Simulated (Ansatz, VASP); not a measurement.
# Si81C121 (amorphous Si0.4C0.6): VASP beside Ansatz

One calculation is typed for both programs; each brings its own data sets. How far apart do they land? Of the first pair: The structure shown is the start of the Ansatz relaxation below; VASP solves that cell, so the two are compared at the walk's first step.

Main program and level: Ansatz 0.2.0; plane waves, with VASP 6.6.1 beside it; RPBE.

## Step 1: The starting structure

The cell holds 202 atoms: 81 Si and 121 C. Cell: a = 12.910 Å, b = 12.910 Å, c = 12.910 Å, α = 90.0°, β = 90.0°, γ = 90.0°. As first built, before any earlier steps moved the atoms or strained the cell (in the runner's words): 202 atoms (81 Si, 121 C) placed at random at 2.88 g/cm^3, melted at 4500 K for 10 ps at fixed volume with the Erhart-Albe potential (Erhart and Albe, Phys. Rev. B 71, 035211 (2005)). Quenched from 4500 K to 700 K at 100 K/ps and fixed volume, held 5 ps, then minimised at fixed cell.

## Step 2: Ansatz: relaxation, RPBE

Ansatz runs on its default PAW (the set named soft_2) files.

The two programs are compared at the cell with which this relaxation starts, whose forces are those of its first step.

input.yaml

```yaml
crystal:
  lattice:
    - [12.9103, 0.0, 0.0]
    - [0.0, 12.9103, 0.0]
    - [0.0, 0.0, 12.9103]
  atoms:
    - { symbol: Si, position: [0.20006, 0.23198, 0.22021] }
    - { symbol: Si, position: [0.92919, 0.87538, 0.18492] }
    - { symbol: Si, position: [0.60734, 0.51675, 0.28989] }
    - { symbol: Si, position: [0.58834, 0.83175, 0.91888] }
    - { symbol: Si, position: [0.30576, 0.21157, 0.9869] }
    - { symbol: Si, position: [0.5668, 0.56344, 0.96047] }
    - { symbol: Si, position: [0.03474, 0.47972, 0.62998] }
    - { symbol: Si, position: [0.38915, 0.81564, 0.05268] }
    - { symbol: Si, position: [0.53731, 0.73855, 0.37155] }
    - { symbol: Si, position: [0.60251, 0.87468, 0.60118] }
    - { symbol: Si, position: [0.39132, 0.8734, 0.23325] }
    - { symbol: Si, position: [0.34064, 0.0356, 0.28225] }
    - { symbol: Si, position: [0.0826, 0.72728, 0.01656] }
    - { symbol: Si, position: [0.85273, 0.24678, 0.84477] }
    - { symbol: Si, position: [0.03856, 0.25757, 0.05826] }
    - { symbol: Si, position: [0.6888, 0.08518, 0.6235] }
    - { symbol: Si, position: [0.45472, 0.03905, 0.01939] }
    - { symbol: Si, position: [0.86066, 0.18227, 0.50715] }
    - { symbol: Si, position: [0.40452, 0.79176, 0.48973] }
    - { symbol: Si, position: [0.74373, 0.57712, 0.93785] }
    - { symbol: Si, position: [0.40721, 0.42745, 0.17786] }
    - { symbol: Si, position: [0.45396, 0.43965, 0.4414] }
    - { symbol: Si, position: [0.66887, 0.37895, 0.07934] }
    - { symbol: Si, position: [0.18299, 0.59099, 0.84521] }
    - { symbol: Si, position: [0.94138, 0.69555, 0.60506] }
    - { symbol: Si, position: [0.49206, 0.0461, 0.73446] }
    - { symbol: Si, position: [0.1684, 0.71384, 0.61901] }
    - { symbol: Si, position: [0.4554, 0.41588, 0.95177] }
    - { symbol: Si, position: [0.12208, 0.49593, 0.38194] }
    - { symbol: Si, position: [0.01191, 0.66184, 0.17868] }
[... 166 atom lines left out ...]
    - { symbol: C, position: [0.12326, 0.85065, 0.2721] }
    - { symbol: C, position: [0.12188, 0.94306, 0.63972] }
    - { symbol: C, position: [0.78456, 0.15837, 0.05124] }
    - { symbol: C, position: [0.26971, 0.25512, 0.70894] }
    - { symbol: C, position: [0.63234, 0.23448, 0.77889] }
    - { symbol: C, position: [0.38801, 0.36721, 0.54432] }
kpoints:
  mp_grid: { grid: [1, 1, 1] }
hamiltonian:
  xc: rpbe
scf:
  occupations: { method: gaussian, width: 0.025 }
output:
  forces: true
relax:
  f_tol: 0.03
  max_steps: 148
```

On the command line:

```bash
$ ansatz run input.yaml --threads 4 --pin off --max-ram 8192MiB --backend cpu --events-out ev --progress --plain --runs-dir out
```

Numbers of over 12 decimals in the logs are rounded to 6 here.

Output:

```text
Engine: ansatz 0.2.0, aarch64-unknown-linux-gnu
Pseudopotentials: kind: paw
Pseudopotential: Si, paw, valence charge 4, recommended cutoff 420 eV (normal), Si.paw.azcp
Pseudopotential: C, paw, valence charge 4, recommended cutoff 420 eV (normal), C.paw.azcp
Functional definition: RPBE
  parameter kappa = 0.804
  parameter beta = 0.066725
  exchange = rpbe_x(kappa = kappa, mu = beta*pi^2/3)
  correlation = pbe_c(beta = beta)
Crystal: 202 atoms, lattice volume = 2151.835 Å³
Basis set: ecut = 420 eV, 42115 PW (Γ), exchange–correlation on 180×180×180 points (8 copies of the dense FFT grid, shifted against one another)
Bands: 606, of which v1, the nominal top of the filled ones, is band 404 counted from 1 (403 counted from 0)
Symmetry: 1 space group operations
Space group: P1 (ITA 1), of the structure as read, at distance tolerance 1.3e-4 Å
k-points: 1
Non-local potential: Si, projectors of the file, l = 0: 2, l = 1: 2, l = 2: 2
Non-local potential: C, projectors of the file, l = 0: 2, l = 1: 2, l = 2: 1
PAW form: soft (Blöchl's): semilocal exchange-correlation on the pseudo side does not see the compensation charge
PAW frozen core: Si, regenerated for the run's functional, and the local potential with it (the file was generated under x = pbe(κ = 0.804, μ = 0.219515), c = pbe(β = 0.066725))
PAW frozen core: C, regenerated for the run's functional, and the local potential with it (the file was generated under x = pbe(κ = 0.804, μ = 0.219515), c = pbe(β = 0.066725))
PAW one-centre angular grid: Si, 110 points (default); XC on 64 Gauss nodes
PAW one-centre angular grid: C, 110 points (default); XC on 64 Gauss nodes
Initial density: superposition of atomic densities (neutral atoms: chi_scale 0, normalization atom), corrected by the library's trained network
Initial wavefunctions: pseudopotential atomic-orbital guess
Functional: x = rpbe, c = pbe(β = 0.066725)
SCF iter   1: F=—  HF=-82121.278869 eV  |F-HF|=—  |Δ(HF+E_count)|=         —  Δρ=1.02e-2  dr2=5.41e0  ethr=1.77e-3  ⟨swp⟩=6.0  Hψ=2546  notcnv=0  defer=167
preconditioner: auto → Kerker (q_TF=auto, 2.317 Å⁻¹)  [metal: Δε(μ)=0.006 eV  Ē_g=11.185 eV  σ=0.025 eV  W_gap=0.15  n_scr=460 (ndim 8)  ℏωp=22.8 eV  f_vac=0.000  D(μ)=97.99/eV (n_scr^D=846)]
SCF iter   2: F=—  HF=-82120.895536 eV  |F-HF|=—  |Δ(HF+E_count)|=   3.83e-1  Δρ=5.49e-3  dr2=1.85e0  ethr=6.69e-4  ⟨swp⟩=1.0  Hψ=697  notcnv=0  defer=169
SCF iter   3: F=—  HF=-82120.703389 eV  |F-HF|=—  |Δ(HF+E_count)|=   1.92e-1  Δρ=1.24e-3  dr2=9.91e-2  ethr=2.29e-4  ⟨swp⟩=3.0  Hψ=715  notcnv=0  defer=171
SCF iter   4: F=—  HF=-82120.696264 eV  |F-HF|=—  |Δ(HF+E_count)|=   7.12e-3  Δρ=4.54e-4  dr2=2.47e-2  ethr=1.23e-5  ⟨swp⟩=3.0  Hψ=854  notcnv=0  defer=187
SCF iter   5: F=—  HF=-82120.695438 eV  |F-HF|=—  |Δ(HF+E_count)|=   8.26e-4  Δρ=1.79e-4  dr2=3.32e-3  ethr=3.06e-6  ⟨swp⟩=2.0  Hψ=434  notcnv=0  defer=187
SCF iter   6: F=—  HF=-82120.695054 eV  |F-HF|=—  |Δ(HF+E_count)|=   3.84e-4  Δρ=8.42e-5  dr2=5.45e-4  ethr=4.11e-7  ⟨swp⟩=3.0  Hψ=889  notcnv=0  defer=187
SCF iter   7: F=—  HF=-82120.695092 eV  |F-HF|=—  |Δ(HF+E_count)|=   3.79e-5  Δρ=3.21e-5  dr2=6.33e-5  ethr=6.75e-8  ⟨swp⟩=2.0  Hψ=484  notcnv=0  defer=187
SCF iter   8: F=-82120.695101 eV  HF=-82120.695105 eV  |F-HF|=4.11e-6  |Δ(HF+E_count)|=   1.35e-5  Δρ=1.26e-5  dr2=1.20e-5  ethr=2.78e-9  ⟨swp⟩=4.0  Hψ=1701  notcnv=0
SCF 1 converged in 8 iterations: F = -82120.695101 eV  dr2 = 1.20e-5
  greatest PAW one-centre occupation: 0.685 electrons in one spin orbital (limit 2), on the C atom at site 134 (counted from 0), in its partial waves of l = 0
relax step   1: F+E_penalty+E_count = -82120.69510098 eV  Δ(F+E_penalty+E_count) = +0.000e0 eV  max|allowed force component| = 3.264e0 eV/Å  Δτ_max = 0.0000 Å  (8 SCF iters, dr2 threshold 2.25e-5 eV, accepted)
Initial density: handed on by an earlier stage of this run
Initial wavefunctions: those handed on with the density
iter 1 solved again at ethr=6.51e-4 eV; its pass at ethr=3.10e-3 eV (dr2=5.26e0 eV) is discarded
SCF iter   1: F=—  HF=-82131.807622 eV  |F-HF|=—  |Δ(HF+E_count)|=         —  Δρ=1.61e-2  dr2=5.49e0  ethr=6.51e-4  ⟨swp⟩=2.0  Hψ=2113  notcnv=0  defer=187
preconditioner: auto → Resta (q_TF=auto, 2.317 Å⁻¹)  ε∞=5.1  [insulator: Δε(μ)=0.065 eV  Ē_g=11.222 eV  σ=0.025 eV  W_gap=0.93  n_scr=460 (ndim 8)  ℏωp=22.8 eV  f_vac=0.000  D(μ)=17.31/eV (n_scr^D=80)  ε∞_Penn≈5.1]
SCF iter   2: F=—  HF=-82130.906063 eV  |F-HF|=—  |Δ(HF+E_count)|=   9.02e-1  Δρ=7.92e-3  dr2=1.06e0  ethr=6.51e-4  ⟨swp⟩=3.0  Hψ=715  notcnv=0  defer=187
SCF iter   3: F=—  HF=-82130.727464 eV  |F-HF|=—  |Δ(HF+E_count)|=   1.79e-1  Δρ=1.18e-3  dr2=2.76e-2  ethr=1.32e-4  ⟨swp⟩=3.0  Hψ=801  notcnv=0  defer=187
SCF iter   4: F=—  HF=-82130.728864 eV  |F-HF|=—  |Δ(HF+E_count)|=   1.40e-3  Δρ=3.16e-4  dr2=4.72e-3  ethr=3.41e-6  ⟨swp⟩=3.0  Hψ=1011  notcnv=0  defer=187
[...]
- { symbol: C, position: [0.922868, 0.571259, 0.314707] }
    - { symbol: C, position: [0.316915, 0.984813, 0.958897] }
    - { symbol: C, position: [0.883259, 0.669870, 0.300014] }
    - { symbol: C, position: [0.271595, 0.863545, 0.717570] }
    - { symbol: C, position: [0.582119, 0.342311, 0.840858] }
    - { symbol: C, position: [0.793201, 0.00731814, 0.278521] }
    - { symbol: C, position: [0.172271, 0.716447, 0.465318] }
    - { symbol: C, position: [0.943269, 0.482814, 0.500459] }
    - { symbol: C, position: [0.955171, 0.579914, 0.824871] }
    - { symbol: C, position: [0.222273, 0.361645, 0.699328] }
    - { symbol: C, position: [0.993513, 0.037956, 0.959196] }
    - { symbol: C, position: [0.468147, 0.394422, 0.834047] }
    - { symbol: C, position: [0.611778, 0.995439, 0.668762] }
    - { symbol: C, position: [0.298388, 0.567055, 0.602046] }
    - { symbol: C, position: [0.145869, 0.390023, 0.201657] }
    - { symbol: C, position: [0.850848, 0.478618, 0.096282] }
    - { symbol: C, position: [0.866154, 0.019196, 0.930417] }
    - { symbol: C, position: [0.953674, 0.423341, 0.728877] }
    - { symbol: C, position: [0.968576, 0.073470, 0.241142] }
    - { symbol: C, position: [0.894515, 0.724833, 0.201622] }
    - { symbol: C, position: [0.973925, 0.561321, 0.419142] }
    - { symbol: C, position: [0.203111, 0.190292, 0.789514] }
    - { symbol: C, position: [0.122062, 0.837760, 0.074468] }
    - { symbol: C, position: [0.053394, 0.633142, 0.778001] }
[...]
- { symbol: C, position: [0.00567185, 0.167224, 0.517438] }
    - { symbol: C, position: [0.133016, 0.357123, 0.614799] }
    - { symbol: C, position: [0.120614, 0.856787, 0.279442] }
    - { symbol: C, position: [0.102010, 0.937298, 0.626593] }
    - { symbol: C, position: [0.794671, 0.158829, 0.050288] }
    - { symbol: C, position: [0.273982, 0.253520, 0.722877] }
    - { symbol: C, position: [0.604510, 0.235662, 0.785739] }
    - { symbol: C, position: [0.410133, 0.354460, 0.575228] }
```

The column dr2 measures how far the density is from self-consistency, as an energy; F and HF (Harris–Foulkes) agree once it is small.

## Step 3: VASP: single point, RPBE, start cell, pair 1

The same cell, functional, mesh and smearing now go to VASP, with its own data sets.

Lines of VASP's logs that name or quote its potential files are left out, and so is its time.

INCAR

```
SYSTEM = Si81C121
PREC = Accurate
ENCUT = 520
EDIFF = 1E-06
NELM = 120
ISMEAR = 0
SIGMA = 0.025
LREAL = Auto
ALGO = Normal
GGA = RP
NBANDS = 545
LORBIT = 11
LWAVE = .FALSE.
LCHARG = .FALSE.
ISIF = 2
LASPH = .TRUE.
GGA_COMPAT = .FALSE.
EFERMI = MIDGAP
```

POSCAR

```
Si81C121
1.0
   12.9103000000      0.0000000000      0.0000000000
    0.0000000000     12.9103000000      0.0000000000
    0.0000000000      0.0000000000     12.9103000000
Si C
81 121
Direct
    0.2000573186      0.2319775683      0.2202117689
    0.9291883225      0.8753785737      0.1849221164
    0.6073367776      0.5167501917      0.2898925664
    0.5883364445      0.8317467448      0.9188787247
    0.3057636151      0.2115675081      0.9869019310
    0.5668032501      0.5634415931      0.9604734204
    0.0347397040      0.4797177447      0.6299776148
    0.3891466503      0.8156433235      0.0526788688
    0.5373074212      0.7385498401      0.3715482986
    0.6025111732      0.8746814559      0.6011789037
    0.3913232071      0.8734034066      0.2332478719
    0.3406427426      0.0355994826      0.2822475078
    0.0826007142      0.7272797689      0.0165604207
    0.8527299908      0.2467797030      0.8447673563
    0.0385583604      0.2575695375      0.0582635570
    0.6887988660      0.0851800500      0.6235021649
    0.4547221986      0.0390463428      0.0193876207
    0.8606616423      0.1822730688      0.5071532033
    0.4045219708      0.7917631658      0.4897330039
    0.7437317491      0.5771205936      0.9378480748
    0.4072097473      0.4274494009      0.1778579894
    0.4539631147      0.4396489625      0.4413995027
    0.6688690425      0.3789532389      0.0793397520
    0.1829934239      0.5909932380      0.8452088642
    0.9413801383      0.6955531630      0.6050595261
    0.4920567299      0.0461027242      0.7344600823
    0.1684004245      0.7138408867      0.6190096280
    0.4554038249      0.4158772453      0.9517671936
    0.1220808192      0.4959296066      0.3819430997
    0.0119129687      0.6618436442      0.1786790392
[... 166 atom lines left out ...]
    0.1232581737      0.8506463831      0.2721005709
    0.1218794296      0.9430609668      0.6397217725
    0.7845596152      0.1583696738      0.0512381587
    0.2697071331      0.2551218794      0.7089378248
    0.6323400696      0.2344794466      0.7788897237
    0.3880080246      0.3672106767      0.5443173280
```

KPOINTS

```
Automatic mesh
0
Gamma
1 1 1
0 0 0
```

Potentials, in the order of the species: Si and C (PBE family, release 64).

On the command line:

```bash
$ export OMP_NUM_THREADS=4
$ mpirun -np 1 vasp_gam
```

Output:

```text
[banner, memory and clock lines left out]
running    1 mpi-ranks, on    1 nodes
[...]
Offloading initialized ...    1 GPUs detected
[...]
|                                                                             |
|               ----> ADVICE to this user running VASP <----                  |
|                                                                             |
|     You enforced a specific xc type in the INCAR file but a different       |
|     [... a line on the potential file left out ...]
|     I HOPE YOU KNOW WHAT YOU ARE DOING!                                     |
|                                                                             |

 LDA part: xc-table for (Slater+PW92), standard interpolation
 POSCAR, INCAR and KPOINTS ok, starting setup
[...]
entering main loop
       N       E                     dE             d eps       ncg     rms          rms(c)
DAV:   1     0.508954651471E+04    0.50895E+04   -0.42504E+05  1090   0.142E+03
DAV:   2    -0.834972598071E+03   -0.59245E+04   -0.55728E+04  1379   0.292E+02
DAV:   3    -0.143124295846E+04   -0.59627E+03   -0.57541E+03  1340   0.870E+01
DAV:   4    -0.145118464554E+04   -0.19942E+02   -0.19689E+02  1308   0.172E+01
[...]
DAV:  22    -0.133316639046E+04   -0.25842E-05   -0.11663E-05  1244   0.413E-03    0.540E-03
DAV:  23    -0.133316639195E+04   -0.14828E-05   -0.37290E-06   916   0.256E-03    0.270E-03
DAV:  24    -0.133316639261E+04   -0.66257E-06   -0.11233E-06   732   0.149E-03
   1 F= -.13331664E+04 E0= -.13331489E+04  d E =-.349893E-01
```

From OUTCAR (step 3):

```text
  FREE ENERGIE OF THE ION-ELECTRON SYSTEM (eV)
  ---------------------------------------------------
  free  energy   TOTEN  =     -1333.1663926098 eV

  energy  without entropy=    -1333.1314033058  energy(sigma->0) =    -1333.14889796

[... 1 further part left out ...]
```

The run ends at a pressure of 7.29 GPa, with forces up to 3.5 eV/Å.

[end of part 1 of 2]

[Lines on the potential files, build, host, timing and source positions are cut from VASP's logs without a mark.]

[Logs are printed without paths, hosts, clocks, repeated set-up lines and the standing remarks that a program may print on its own settings, such as how far it seeks lower states.]

[Hosts, paths, dates, database ids (printed as entryN), source tags and the programs' standing remarks are cut or masked in the printed files.]
